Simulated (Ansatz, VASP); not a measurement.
# H3C2N (ionic liquid BMIM+ dicyanamide at 450 K) in two plane-wave programs, part 2 of 2

Wanted: the spread between two codes on one cell, functional and k mesh. The cell is taken from a series of runs on this material, whose earlier steps may have relaxed, scaled, displaced or heated it; both programs get it as it stands.

VASP 6.6.1 and Ansatz 0.2.0.

So far: Set-up; Ansatz: single point, r2SCAN with D3(BJ).

**3. VASP: single point, r2SCAN with D3(BJ)**

Level of this step: r2SCAN with D3(BJ), spin-polarised from a ferromagnetic start; plane waves and PAW (C, N, H) (VASP).

The same cell, functional, mesh and smearing now go to VASP, with its own data sets.

Lines of VASP's logs that name or quote its potential files are left out, and so is its time.

INCAR reads:

```
SYSTEM = H3C2N
PREC = Accurate
ENCUT = 660
EDIFF = 1E-06
NELM = 200
ISMEAR = -1
SIGMA = 0.01
LREAL = Auto
ALGO = Normal
METAGGA = R2SCAN
IVDW = 12
VDW_S6 = 1
VDW_S8 = 0.78981345
VDW_A1 = 0.49484001
VDW_A2 = 5.73083694
LASPH = .TRUE.
NELECT = 241
NBANDS = 184
ISPIN = 2
MAGMOM = 0 0 0 -0 0 -0 0 0 -0 0 0 -0 -0.01 0 -0 0.08 0 0 0 -0 -0 0 0 0.01 -0 0 0 0 0 -0 0 0 0.11 0.1 0.01 0.01 0 -0 -0 -0 -0 -0 0 0 0 0 0 0 0 0 -0 0 0 0 -0 0 -0 0 -0 -0 0 0 -0 0 -0 -0 -0 0 0 0 -0 -0 0 0 0.01 -0 0 -0 0 -0 0 0 0 0 0 -0 0 -0 -0 -0
LORBIT = 11
LWAVE = .FALSE.
LCHARG = .FALSE.
ISIF = 2
GGA_COMPAT = .FALSE.
LMIXTAU = .TRUE.
NCORE = 2
```

POSCAR reads:

```
H3C2N
1.0
    9.9026700000      0.0000000000      0.0000000000
    0.0000000000      9.9026700000      0.0000000000
    0.0000000000      0.0000000000      9.9026700000
C N H
30 15 45
Direct
    0.0310500000      0.9265600000      0.4341000000
    0.0080000000      0.7755300000      0.4552600000
    0.8769100000      0.7191300000      0.3962200000
    0.8681200000      0.7178100000      0.2424100000
    0.7012300000      0.9052900000      0.1955000000
    0.7030000000      0.0217700000      0.1228800000
    0.8810500000      0.1456500000      0.9876300000
    0.9036800000      0.9262700000      0.1049900000
    0.7352000000      0.8860400000      0.7260200000
    0.6982100000      0.0155400000      0.6515400000
    0.5542500000      0.0603600000      0.6811400000
    0.5174200000      0.1913500000      0.6091300000
    0.3245800000      0.2687700000      0.7547300000
    0.1922600000      0.2981700000      0.7351700000
    0.0425900000      0.3241600000      0.5346300000
    0.2817100000      0.2482100000      0.5308100000
    0.1593400000      0.4114200000      0.1732000000
    0.2702800000      0.4662500000      0.0819500000
    0.3087700000      0.6111900000      0.1164000000
    0.4257100000      0.6654500000      0.0327200000
    0.3146100000      0.7624000000      0.8244500000
    0.3212800000      0.7358900000      0.6899200000
    0.4373200000      0.5622800000      0.5450000000
    0.4516500000      0.5878000000      0.7942200000
    0.9651200000      0.5951400000      0.9009900000
    0.8204700000      0.4977200000      0.7536300000
    0.6348300000      0.3671500000      0.0624800000
    0.7374000000      0.3293200000      0.2612400000
    0.2792000000      0.0191100000      0.1235400000
    0.3887100000      0.9437700000      0.3099300000
    0.8273400000      0.8476200000      0.1830500000
    0.8303600000      0.0329400000      0.0678900000
    0.3780900000      0.2285700000      0.6327000000
    0.1608100000      0.2721600000      0.6013700000
    0.3973800000      0.6701700000      0.8875400000
    0.4081500000      0.6284100000      0.6728400000
    0.0198300000      0.6853600000      0.9545800000
    0.9110700000      0.4876800000      0.8485000000
    0.7398700000      0.4961600000      0.6672700000
    0.5901000000      0.3340900000      0.9579100000
    0.6802600000      0.4135100000      0.1767000000
    0.7897800000      0.2587800000      0.3400200000
    0.2017500000      0.0139300000      0.0342700000
    0.3689500000      0.0353000000      0.2180700000
    0.4177300000      0.8676600000      0.3958600000
    0.0519700000      0.9509600000      0.3287400000
    0.9432500000      0.9857700000      0.4648300000
    0.1175200000      0.9619700000      0.4925000000
    0.0932800000      0.7187600000      0.4132500000
    0.0076000000      0.7535600000      0.5634900000
    0.7899200000      0.7731300000      0.4379800000
    0.8649500000      0.6146500000      0.4295300000
    0.7942500000      0.6432000000      0.2090000000
    0.9640600000      0.6917300000      0.1954400000
    0.6230200000      0.8606200000      0.2565100000
    0.6260000000      0.0965300000      0.1062500000
    0.8077000000      0.1712200000      0.9101500000
    0.9773200000      0.1162800000      0.9440500000
    0.8954800000      0.2329500000      0.0528600000
    0.0063900000      0.9074600000      0.0740700000
    0.6731000000      0.8013500000      0.6923200000
    0.8405800000      0.8577500000      0.7108600000
    0.7194900000      0.8971500000      0.8347600000
    0.7095400000      0.0012900000      0.5425100000
    0.7684600000      0.0966800000      0.6783100000
    0.5413200000      0.0745600000      0.7901100000
    0.4838600000      0.9813600000      0.6497700000
    0.5846700000      0.2729800000      0.6415900000
    0.5306400000      0.1800700000      0.5003300000
    0.3849800000      0.2711300000      0.8451700000
    0.1162200000      0.3325700000      0.8048700000
    0.9549500000      0.3149400000      0.6000900000
    0.0549700000      0.4311900000      0.5073600000
    0.0223700000      0.2671000000      0.4430300000
    0.2805600000      0.1795400000      0.4449600000
    0.1354500000      0.3069000000      0.1477700000
    0.1907800000      0.4132900000      0.2789400000
    0.0667600000      0.4705600000      0.1635000000
    0.2373000000      0.4621900000      0.9766600000
    0.3595400000      0.4017000000      0.0891700000
    0.3398100000      0.6184500000      0.2222600000
    0.2210900000      0.6770300000      0.1032500000
    0.5151600000      0.6026200000      0.0452300000
    0.4511100000      0.7681200000      0.0637900000
    0.2604200000      0.8383900000      0.8804600000
    0.2780100000      0.7864300000      0.6042200000
    0.3612300000      0.4842000000      0.5237400000
    0.5366300000      0.5160600000      0.5520300000
    0.4365500000      0.6394000000      0.4670100000
    0.5215900000      0.5066000000      0.8138100000
```

KPOINTS reads:

```
Automatic mesh
0
Gamma
1 1 1
0 0 0
```

The projector-augmented-wave data sets are C, N and H (PBE family, release 64).

Command:

```sh
$ mpirun -np 8 vasp_gam
```

Numbers of over 12 decimals in the logs are rounded to 6 here.

The program printed:

```text
[banner, memory and clock lines left out]
running    8 mpi-ranks, on    1 nodes
[...]
|                                                                             |
|               ----> ADVICE to this user running VASP <----                  |
|                                                                             |
|     You enforced a specific xc type in the INCAR file but a different       |
|     [... a line on the potential file left out ...]
|     I HOPE YOU KNOW WHAT YOU ARE DOING!                                     |
|                                                                             |

 LDA part: xc-table for (None), standard interpolation
 POSCAR, INCAR and KPOINTS ok, starting setup
[...]
entering main loop
       N       E                     dE             d eps       ncg     rms          rms(c)
DAV:   1     0.194425903914E+04    0.19443E+04   -0.14196E+05   736   0.148E+03
DAV:   2    -0.438164414841E+03   -0.23824E+04   -0.22348E+04   928   0.322E+02
DAV:   3    -0.695199465474E+03   -0.25704E+03   -0.25433E+03   936   0.114E+02
DAV:   4    -0.701778430745E+03   -0.65790E+01   -0.65429E+01   928   0.195E+01
DAV:   5    -0.701952462064E+03   -0.17403E+00   -0.17375E+00   952   0.291E+00BRMIX: very serious problems
 the old and the new charge density differ
 old charge density:   240.00000 new  241.00000
    0.382E+01
DAV:   6    -0.624767540794E+03    0.77185E+02   -0.64791E+01   888   0.176E+01    0.231E+01
DAV:   7    -0.585738487524E+03    0.39029E+02   -0.11482E+01   912   0.922E+00    0.980E+00
DAV:   8    -0.611128020933E+03   -0.25390E+02   -0.20145E+01   800   0.101E+01    0.648E+00
DAV:   9    -0.591453879924E+03    0.19674E+02   -0.41985E+00   784   0.592E+00    0.322E+00
[...]
DAV:  22    -0.590950809197E+03   -0.39131E-04   -0.22160E-05   768   0.166E-02    0.158E-03
DAV:  23    -0.590950810817E+03   -0.16199E-05   -0.27044E-06   768   0.584E-03    0.117E-03
DAV:  24    -0.590950810687E+03    0.13029E-06   -0.10417E-06   568   0.367E-03
   1 F= -.59345304E+03 E0= -.59345304E+03  d E =-.447633E-11  mag=     1.0000
```

OUTCAR, selected parts (step 3):

```text
  FREE ENERGIE OF THE ION-ELECTRON SYSTEM (eV)
  ---------------------------------------------------
  free  energy   TOTEN  =      -593.4530379685 eV

  energy  without entropy=     -593.4530379685  energy(sigma->0) =     -593.45303797

 magnetization (x)
# of ion       s       p       d       tot
------------------------------------------
    1        0.000   0.000   0.000   0.000
    2        0.000   0.000   0.000   0.001
    3        0.000   0.000   0.000   0.000
    4        0.000  -0.000   0.000  -0.000
    5        0.000   0.000   0.000   0.000
    6        0.000  -0.000   0.000  -0.000
    7       -0.000   0.000   0.000   0.000
    8        0.000   0.000   0.000   0.000
    9        0.000  -0.000   0.000  -0.000
   10        0.000   0.001   0.000   0.001
   11        0.001   0.003   0.000   0.004
   12       -0.001  -0.006   0.000  -0.007
   13       -0.002  -0.013   0.000  -0.015
[...]
--------------------------------------------------
tot          0.063   0.489   0.000   0.552

[... 1 further part left out ...]
```

The run ends at a pressure of 0.58 GPa, with forces up to 0.55 eV/Å.

**4. Side by side**

Known differences besides the potentials themselves: VASP starts from the moments at which Ansatz ended; VASP keeps PBE cores, Ansatz makes them for the functional; the cutoff is 500 eV in Ansatz and 660 eV in VASP (PREC = Accurate, projectors in real space); site moments are counted in spheres of each program's own size. Total energies have different zeros and are not compared.

Both answers:

| quantity | Ansatz | VASP | difference |
| --- | --- | --- | --- |
| gap on the k mesh (eV) | 0.523 | 0.525 | -0.001 |
| total moment (μB) | 1.00 | 1.00 | 0.00 |
| moment on C16 (μB) | 0.08 | 0.20 | -0.12 |
| moment on N33 (μB) | 0.10 | 0.14 | -0.03 |
| moment on N34 (μB) | 0.10 | 0.12 | -0.03 |

Forces on 7 of the 90 atoms, those with the largest forces and the largest differences (eV/Å; atoms numbered as in POSCAR):

| atom | Ansatz x, y, z | VASP x, y, z |
| --- | --- | --- |
| C28 | -0.036, 0.027, -0.034 | -0.221, 0.295, -0.302 |
| N37 | 0.004, -0.005, 0.003 | 0.214, 0.346, 0.211 |
| N39 | -0.035, -0.004, -0.033 | -0.355, -0.007, -0.375 |
| N40 | 0.007, 0.005, 0.007 | -0.165, -0.123, -0.395 |
| N42 | 0.035, -0.034, 0.044 | 0.248, -0.323, 0.365 |
| N43 | -0.007, -0.005, -0.015 | -0.310, -0.026, -0.363 |
| N45 | -0.003, -0.010, 0.004 | 0.106, -0.305, 0.332 |

The forces differ by 97 meV/Å r.m.s., where the r.m.s. force is 0.009 eV/Å in Ansatz and 0.101 eV/Å in VASP: the atoms lie near their places of rest in Ansatz, so a percentage would say little (all taken over all components). A gap on the mesh is an upper bound, since the band edges may lie between its points. The cell carries a charge of -1 e against a uniform background, so its pressure also hangs on how the neutralising background is counted, and in a defect's cell a gap may be the spacing between its levels. The total moments and the pattern agree; the site moments differ because the programs count them in spheres of different size.

**5. Outcome**

| Item | Value |
| --- | --- |
| r.m.s. force difference (single point, r2SCAN with D3(BJ)) | 97 meV/Å |

The r.m.s. force difference is 97 meV/Å (single point, r2SCAN with D3(BJ)), beyond the 12 meV/Å picked in this series as the mark of a large difference. What causes the difference of the single point, r2SCAN with D3(BJ) pair stays open here. Such differences can come from data sets, numerical settings and the points named under the comparisons, not from the functional's error against experiment.

[Lines on the potential files, build, host, timing and source positions are cut from VASP's logs without a mark.]

[Logs are printed without paths, hosts, clocks, repeated set-up lines and the standing remarks that a program may print on its own settings, such as how far it seeks lower states.]

[Hosts, paths, dates, database ids (printed as entryN), source tags and the programs' standing remarks are cut or masked in the printed files.]
